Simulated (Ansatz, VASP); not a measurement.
**InAs: VASP beside Ansatz**

One calculation is typed for both programs; each brings its own data sets. How far apart do they land? The structure shown is the start of the Ansatz relaxation below; VASP solves that cell, so the two are compared at the walk's first step.

Main program and level: Ansatz 0.2.0; plane waves, with VASP 6.6.1 beside it; single point at r2SCAN.

## 1. The starting structure

Symmetry: Imm2, No. 44, orthorhombic system. The conventional cell has a = 4.319 Å, b = 4.362 Å, c = 6.108 Å, α = 90.00°, β = 90.00°, γ = 90.00°. As has 4 In at 2.65 to 2.66 Å nearest. In has 4 As at 2.65 to 2.66 Å nearest. Farther neighbours are not listed.

## 2. Ansatz: relaxation, r2SCAN

Ansatz runs on its PAW soft_1 files.

The two programs are compared at the cell with which this relaxation starts, whose forces are those of its first step.

File input.yaml:

```yaml
crystal:
  lattice:
    - [0.0152710375, 3.0694785319, 3.0542074944]
    - [3.0694785319, 0.0152710375, 3.0542074944]
    - [3.0847495693, 3.0847495693, 0.0]
  atoms:
    - { symbol: As, position: [0.75, 0.75, 0.75] }
    - { symbol: In, position: [0.0, 0.0, 0.0] }
  conventional_axes: [[0, 0, 1], [1, -1, 0], [1, 1, -1]]
kpoints:
  mp_grid: { grid: [12, 12, 12], shift: [0.5, 0.5, 0.5] }
hamiltonian:
  xc: r2scan
  pseudopotentials: { kind: paw, azcp: { folder: soft_1 } }
scf:
  occupations: { method: gaussian, width: 0.01 }
output:
  forces: true
  stress: true
  eigenvalues: true
relax:
  adjacent_minimum: "off"
  f_tol: 0.001
  max_steps: 60
  cell: { stress_tol: 0.01, fix: [a, angles] }
```

The run is started by

```sh
$ ansatz run input.yaml --threads 4 --pin off --max-ram 10240MiB --backend cpu --events-out ev --progress --plain --runs-dir out
```

Numbers of over 12 decimals in the logs are rounded to 6 here.

Output:

```text
Warning: crystal.symmetry: narrowed to the stabiliser of the k-point mesh — unitary ops 4 → 2; excluded 2 operations that carry a point of the 12×12×12 mesh (shift [0.5, 0.5, 0.5]) off the mesh (the run samples exactly the mesh kpoints.mp_grid names, as under crystal.symmetry.detect: false, and its converged state has the mesh's symmetry, not the crystal's; ε∞, the Born charges and the force constants of a linear response (`dielectric:` by the response, `phonons.method: dfpt`) are averaged over those of the crystal's operations that the state keeps within a tolerance, where `mesh_tensors`, `unaveraged_element` or `gamma_mean_max_change_ev_ang2` stands beside them; [rest of the remark cut]
Engine: ansatz 0.2.0, x86_64-unknown-linux-gnu
Pseudopotentials: kind: paw
Pseudopotential: As, paw, valence charge 15, recommended cutoff 500 eV (meta_gga), soft_1/As.paw.azcp
Pseudopotential: In, paw, valence charge 13, recommended cutoff 500 eV (meta_gga), soft_1/In.paw.azcp
Functional definition: r2SCAN
  parameter k0 = 0.174
  parameter k1 = 0.065
  parameter a1 = 4.9479
  exchange = r2scan_x(k0 = k0, k1 = k1, a1 = a1)
  correlation = r2scan_c
Crystal: 2 atoms, lattice volume = 57.550 Å³
Basis set: ecut = 500 eV, 1459 PW (Γ), exchange–correlation on 128×128×128 points (64 copies of the dense FFT grid, shifted against one another)
Bands: 18, of which v1, the nominal top of the filled ones, is band 14 counted from 1 (13 counted from 0)
Symmetry: 2 space group operations
k-points: 468 of 1728 (time reversal used)
Non-local potential: As, projectors of the file, l = 0: 2, l = 1: 2, l = 2: 3, l = 3: 1
Non-local potential: In, projectors of the file, l = 0: 2, l = 1: 2, l = 2: 2, l = 3: 1
PAW form: soft (Blöchl's): semilocal exchange-correlation on the pseudo side does not see the compensation charge
PAW frozen core: As, regenerated for the run's functional (the file was generated under x = pbe(κ = 0.804, μ = 0.219515), c = pbe(β = 0.066725))
PAW frozen core: In, regenerated for the run's functional (the file was generated under x = pbe(κ = 0.804, μ = 0.219515), c = pbe(β = 0.066725))
PAW one-centre angular grid: As, 590 points (default); XC on 160 Gauss nodes
PAW one-centre angular grid: In, 590 points (default); XC on 160 Gauss nodes
Initial density: superposition of atomic densities (chi_scale 0.1, normalization cell, long waves kept (reshape's long-wave potential 0.00 eV rms))
Initial wavefunctions: pseudopotential atomic-orbital guess
Functional: x = r2scan, c = r2scan; τ floored in thin density (d = 2e-4 eV/Å³)
iter 1 solved again at ethr=1.62e-3 eV; its pass at ethr=3.10e-3 eV (dr2=4.54e-1 eV) is discarded
SCF iter   1: F=—  HF=-10477.236552 eV  |F-HF|=—  |Δ(HF+E_count)|=         —  Δρ=3.15e-2  dr2=4.58e-1  dr2_τ=1.02e-2  ethr=1.62e-3  ⟨swp⟩=1.0  Hψ=54489  notcnv=0
preconditioner: auto → none  [insulator: Δε(μ)=0.515 eV  Ē_g=15.399 eV  σ=0.010 eV  W_gap=1.00  n_scr=14 (ndim 8)  ℏωp=20.8 eV  f_vac=0.015  D(μ)=0.00/eV (n_scr^D=0)  ε∞_Penn≈2.8]
SCF iter   2: F=—  HF=-10477.241484 eV  |F-HF|=—  |Δ(HF+E_count)|=   4.93e-3  Δρ=1.47e-2  dr2=8.43e-2  dr2_τ=1.07e-3  ethr=1.62e-3  ⟨swp⟩=2.1  Hψ=11216  notcnv=0
SCF iter   3: F=—  HF=-10477.250463 eV  |F-HF|=—  |Δ(HF+E_count)|=   8.98e-3  Δρ=2.52e-3  dr2=6.27e-3  dr2_τ=1.58e-4  ethr=3.01e-4  ⟨swp⟩=2.2  Hψ=16962  notcnv=0
SCF iter   4: F=—  HF=-10477.247793 eV  |F-HF|=—  |Δ(HF+E_count)|=   2.67e-3  Δρ=7.34e-4  dr2=2.02e-4  dr2_τ=6.12e-6  ethr=2.24e-5  ⟨swp⟩=3.0  Hψ=18673  notcnv=0
SCF iter   5: F=—  HF=-10477.247804 eV  |F-HF|=—  |Δ(HF+E_count)|=   1.12e-5  Δρ=2.35e-4  dr2=1.03e-5  dr2_τ=4.05e-7  ethr=7.20e-7  ⟨swp⟩=2.0  Hψ=14507  notcnv=0
SCF iter   6: F=—  HF=-10477.247812 eV  |F-HF|=—  |Δ(HF+E_count)|=   7.58e-6  Δρ=5.82e-5  dr2=9.15e-7  dr2_τ=2.61e-8  ethr=3.68e-8  ⟨swp⟩=2.0  Hψ=12674  notcnv=0
SCF iter   7: F=-10477.247812 eV  HF=-10477.247812 eV  |F-HF|=1.50e-9  |Δ(HF+E_count)|=   2.25e-7  Δρ=3.75e-6  dr2=1.02e-8  dr2_τ=1.15e-10  ethr=3.57e-10  ⟨swp⟩=6.4  Hψ=40117  notcnv=0
SCF 1 converged in 7 iterations: F = -10477.247812 eV  dr2 = 1.02e-8
  greatest PAW one-centre occupation: 0.999 electrons in one spin orbital (limit 2), on the As atom at site 0 (counted from 0), in its partial waves of l = 2
relax step   1: F+E_penalty+E_count = -10477.24781205 eV  Δ(F+E_penalty+E_count) = +0.000e0 eV  max|allowed force component| = 6.822e-2 eV/Å  Δτ_max = 0.0000 Å  P = -0.550 GPa  Ω = 57.550 Å³  fix = [a, alpha, beta, gamma]  reactions: a -1.177 GPa; beta +0.002 GPa/rad  (7 SCF iters, dr2 threshold 1.00e-7 eV, accepted)
[...]
relax step   2: F+E_penalty+E_count = -10477.24837482 eV  Δ(F+E_penalty+E_count) = -5.628e-4 eV  max|allowed force component| = 4.544e-2 eV/Å  Δτ_max = 0.0090 Å  P = -0.133 GPa  Ω = 57.110 Å³  energy of the carried Pulay correction = +2.996e-5 eV  fix = [a, alpha, beta, gamma]  reactions: a -0.582 GPa; beta +0.006 GPa/rad  (5 SCF iters, dr2 threshold 2.00e-7 eV, accepted)
[...]
relax step   3: F+E_penalty+E_count = -10477.24858412 eV  Δ(F+E_penalty+E_count) = -2.093e-4 eV  max|allowed force component| = 8.644e-4 eV/Å  Δτ_max = 0.0040 Å  P = -0.258 GPa  Ω = 57.239 Å³  energy of the carried Pulay correction = +2.115e-5 eV  fix = [a, alpha, beta, gamma]  reactions: a -0.769 GPa; beta +0.005 GPa/rad  (5 SCF iters, dr2 threshold 1.29e-7 eV, accepted)
[...]
relax step   4: F+E_penalty+E_count = -10477.24858561 eV  Δ(F+E_penalty+E_count) = -1.488e-6 eV  max|allowed force component| = 2.672e-4 eV/Å  Δτ_max = 0.0002 Å  P = -0.252 GPa  Ω = 57.234 Å³  energy of the carried Pulay correction = +2.153e-5 eV  fix = [a, alpha, beta, gamma]  reactions: a -0.764 GPa; beta +0.005 GPa/rad  (4 SCF iters, dr2 threshold 4.04e-10 eV, accepted)
[...]
relax step   5: F+E_penalty+E_count = -10477.24856445 eV  Δ(F+E_penalty+E_count) = +2.116e-5 eV  max|allowed force component| = 2.668e-4 eV/Å  Δτ_max = 0.0000 Å  P = -0.252 GPa  Ω = 57.234 Å³  fix = [a, alpha, beta, gamma]  reactions: a -0.764 GPa; beta +0.005 GPa/rad  stress off target by 6.36e-3 GPa on what of the cell is left free  SCF on the basis re-selected at this cell (its energy is not comparable with the rows above)  (5 SCF iters)
basis re-selected at this cell: Δ(F+E_penalty+E_count) = +2.116e-5 eV, ΔP = -0.000 GPa vs the last step (what re-selecting the basis moved, of the pressure what is left beyond the Pulay correction that the steps carried, after the strain that the cell walked since its last selection, with what the two solves' SCF thresholds leave and, on support functions, any second-order correction that the steps lacked; it is no m [...]
SCF converged after 5 iterations
Free energy (F): -10477.248564 eV
Harris-Foulkes:  -10477.248564 eV  (|F-HF|=7.28e-12)
Internal energy: -10477.248564 eV  (E = F + TS)
E sigma→0 (E₀):  -10477.248564 eV
Fermi energy:    7.261434 eV
--- Per-component energies (eV) ---
  E_band       = -346.238289
  E_kinetic    = 315.646959
  E_local      = -3526.080485  (includes V_loc(G=0)·N_el)
  E_nonlocal   = -65.678033
  E_hartree    = 1751.729607
  E_xc         = -197.270476
  E_vxc        = -172.384719  (∫ρ·V_xc dr)
  E_paw        = -6260.902350  (= ΣΔE_a)
  E_vpaw       = -411.836861  (= ΣTr[D̂ρ^β])
  E_aug_tail   = -0.000051  (compensation charges beyond the density's cutoff)
  E_vtau       = 10.635676  (kinetic-family band-sum trace: ∫τ·v_τ [+ j·A + Jᵃ·Aᵃ] dr)
  E_ewald      = -2494.201890
  E_core_change = -0.491845  (= ΣΔE_core)
  E_smearing   = -0.000000  (= −TS)
  E_closure    = 0.000000  (closes the sum)
  Σ components = -10477.248564   (vs F -10477.248564, Δ=0.00e0)
--- Forces (eV/Å), atoms counted from 1 ---
  atom   1  As    -0.00000093    -0.00000093     0.00026688
  atom   2  In     0.00000094     0.00000094    -0.00026666
  max |Σ_I F_I| component: 2.28e-7 eV/Å
--- Stress (GPa, compression-positive) ---
       -0.378997      -0.385359      -0.003244
       -0.385359      -0.378997      -0.003244
       -0.003244      -0.003244       0.000836
  P = ⅓ Tr σ = -0.2524 GPa (-2.524 kbar)
--- Band table (eV; the first three rows and the last of 468) ---
  k-point 0: bands = [... 10 lower, -5.0608, 6.4157, 6.9740, 6.9818, 7.5411, 11.2178, 11.2696, 11.3440]
  k-point 1: bands = [... 10 lower, -4.9677, 5.4935, 6.7406, 6.9323, 8.2297, 11.2056, 11.4274, 11.5953]
  k-point 2: bands = [... 10 lower, -4.7439, 4.2973, 6.4509, 6.7365, 8.6528, 11.5675, 11.6910, 12.0085]
  k-point 467: bands = [... 10 lower, -3.6226, 1.3220, 5.5337, 5.9776, 8.7773, 11.8288, 12.2579, 14.4040]
--- Relaxed structure (4 steps of the walk, 4 accepted, 1 SCFs on fresh bases) ---
  F+E_penalty+E_count = -10477.24856445 eV   max|allowed force component| = 2.668e-4 eV/Å   (the final SCF, on the basis selected at the relaxed cell)
  cell:  # Å, volume = 57.2336 Å³
    - [0.015397, 3.069352, 3.037655]
    - [3.069352, 0.015397, 3.037655]
    - [3.0847495693, 3.0847495693, -5.050030086383687e-11]
  atoms:
    - { symbol: As, position: [0.750802, 0.750802, 0.749183] }
    - { symbol: In, position: [-0.000801985, -0.000801985, 0.000816748] }
```

[end of part 1 of 3]

[Lines on the potential files, build, host, timing and source positions are cut from VASP's logs without a mark.]

[Logs are printed without paths, hosts, clocks, repeated set-up lines and the standing remarks that a program may print on its own settings, such as how far it seeks lower states.]

[Hosts, paths, dates, database ids (printed as entryN), source tags and the programs' standing remarks are cut or masked in the printed files.]
